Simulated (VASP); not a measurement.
Input of a VASP 6.6.1 run:

File INCAR:

```
SYSTEM = LiSi16
PREC = Accurate ; ENCUT = 520
EDIFF = 1E-7 ; ISMEAR = 0
SIGMA = 0.05 ; LREAL = Auto
LASPH = .True. ; NELM = 100
ALGO = Fast ; ISIF = 2
LWAVE = .False. ; LCHARG = .False.
GGA = PS ; NELECT = 66.0
NBANDS = 48
```

File KPOINTS:

```
regular mesh
0
Gamma
  2 2 2
  0 0 0
```

Contents of POSCAR:

```
LiSi16
1.0
    0.0000000000      5.4271200000      5.4271200000
    5.4271200000      0.0000000000      5.4271200000
    5.4271200000      5.4271200000      0.0000000000
Si Li
16 1
Direct
    0.3728918716      0.3727094743      0.3817276084
    0.2482611572      0.2481089100      0.2518778617
    0.3729861446      0.3727970997      0.8728140104
    0.2508983144      0.2497410253      0.7498344495
    0.3773988385      0.8742101445      0.3742342441
    0.2482300446      0.7518377635      0.2518754895
    0.3729207688      0.8816290456      0.8727526994
    0.2482748892      0.7518403043      0.7481325448
    0.8743862553      0.3775459481      0.3740705821
    0.7523080929      0.2479041124      0.2519040486
    0.8828505195      0.3723894842      0.8724032536
    0.7523130824      0.2479460960      0.7479556847
    0.8743590619      0.8740225625      0.3740451273
    0.7499054663      0.7500273514      0.2500173023
    0.8743986118      0.8740590447      0.8775340393
    0.7523093529      0.7518679614      0.7479262620
    0.5024557281      0.4992743722     -0.0004989077
```

Potentials or basis: VASP PAW PBE potentials, release 64 (Si, Li_sv).

The run is started by

```sh
$ cat potpaw_PBE.64/Si/POTCAR potpaw_PBE.64/Li_sv/POTCAR > POTCAR
$ mpirun -np 1 vasp_std > vasp.out
```

Task: What does it give for the band gap on the k mesh?

Result: 0.51 eV, direct.

Task: Estimate the largest force.

Result: 0.037 eV/Å.

Forces in eV/Å, atoms in the order of the input:
```
Si   0.000  0.012  0.002
Si   0.001  0.001 -0.002
Si  -0.012  0.001  0.000
Si   0.002 -0.003 -0.003
Si   0.005 -0.005 -0.005
Si   0.001  0.000 -0.001
Si   0.001  0.002  0.012
Si   0.001 -0.002  0.000
Si  -0.006  0.006 -0.010
Si  -0.004 -0.003  0.004
Si  -0.007  0.010  0.009
Si   0.002  0.005  0.005
Si   0.010  0.007  0.007
Si  -0.001  0.001  0.001
Si  -0.006 -0.010  0.005
Si  -0.004  0.004 -0.003
Li   0.017 -0.025 -0.022
```

Caveat: the k mesh is coarse (spacing up to 0.50 Å⁻¹), so the values aren't converged; the cell carries a net charge on a neutralising background, which shifts energy and pressure; the cell is charged against a uniform background, so pressure and absolute levels hang on convention; the PAW data sets were made with another functional, which shifts forces and pressure a little.
